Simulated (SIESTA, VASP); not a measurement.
VASP ran on this input.

### INCAR
```
SYSTEM = SrVO3
PREC = Accurate
ENCUT = 400
EDIFF = 1E-6
NELM = 100
ALGO = Normal
LREAL = .FALSE.
LASPH = .TRUE.
ISMEAR = -1
SIGMA = 0.1
GGA = PE
LMAXMIX = 4
LWAVE = .FALSE.
LCHARG = .FALSE.
ISIF = 2
LDAU = .TRUE.
LDAUTYPE = 2
LDAUL = -1 2 -1
LDAUU = 0 5.0 0
LDAUJ = 0 0 0
```

POSCAR:
```
SrVO3
3.784320
  1.0000000000   0.0000000000   0.0000000000
  0.0000000000   1.0000000000   0.0000000000
  0.0000000000   0.0000000000   1.0000000000
Sr V O
1 1 3
Cartesian
  0.0000000000   0.0000000000   0.0000000000
  0.5000000000   0.5000000000   0.5000000000
  0.5000000000   0.0000000000   0.5000000000
  0.0000000000   0.5000000000   0.5000000000
  0.5000000000   0.5000000000   0.0000000000
```

### KPOINTS
```
kpoints
0
Gamma
  9 9 9
```

POTCAR, in this order: Sr_sv V_sv O (PBE.64 set). Program: vasp_std.

Question: Translate it to SIESTA.

Answer: One input that does it (GGA PBE+U, numerical atomic orbitals DZP, PseudoDojo PBE standard norm-conserving potentials (rewritten from UPF to PSML)):
```
# files in the folder: Sr.psml V.psml O.psml (PseudoDojo PBE standard)
SystemName  SrVO3
SystemLabel siesta

NumberOfAtoms                5
NumberOfSpecies              3
%block ChemicalSpeciesLabel
  1 38 Sr
  2 23 V
  3 8 O
%endblock ChemicalSpeciesLabel
LatticeConstant              1.0 Bohr
%block LatticeVectors
     7.151328368    0.000000000    0.000000000
     0.000000000    7.151328368    0.000000000
     0.000000000    0.000000000    7.151328368
%endblock LatticeVectors
AtomicCoordinatesFormat      Ang
%block AtomicCoordinatesAndAtomicSpecies
     0.000000000    0.000000000    0.000000000  1
     1.892160000    1.892160000    1.892160000  2
     1.892160000    0.000000000    1.892160000  3
     0.000000000    1.892160000    1.892160000  3
     1.892160000    1.892160000    0.000000000  3
%endblock AtomicCoordinatesAndAtomicSpecies

XC.functional                GGA
XC.authors                   PBE
PAO.BasisSize                DZP
PAO.EnergyShift              0.005 Ry
MeshCutoff                   300 Ry
%block kgrid.MonkhorstPack
    9   0   0  0.0
    0   9   0  0.0
    0   0   9  0.0
%endblock kgrid.MonkhorstPack
OccupationFunction           FD
ElectronicTemperature        1160.45 K
DFTU.ProjectorGenerationMethod 2
DFTU.CutoffNorm              0.9
DFTU.FirstIteration          true
%block DFTU.proj
  V 1
  n=3 2
  5.00 0.00
  0.00 0.00
%endblock DFTU.proj

MaxSCFIterations             150
SCF.Mixer.Method             Broyden
SCF.Mixer.Weight             0.25
SCF.Mixer.History            8
SCF.DM.Tolerance             1.0E-04
Diag.ParallelOverK           true
WriteForces                  true
```
The two runs describe the same crystal, functional and task. Each code takes its own potentials, basis and convergence tests.

The structure is a typed SrVO3 crystal (Pm-3m). The cell was not relaxed at this level, and it may have been scaled.
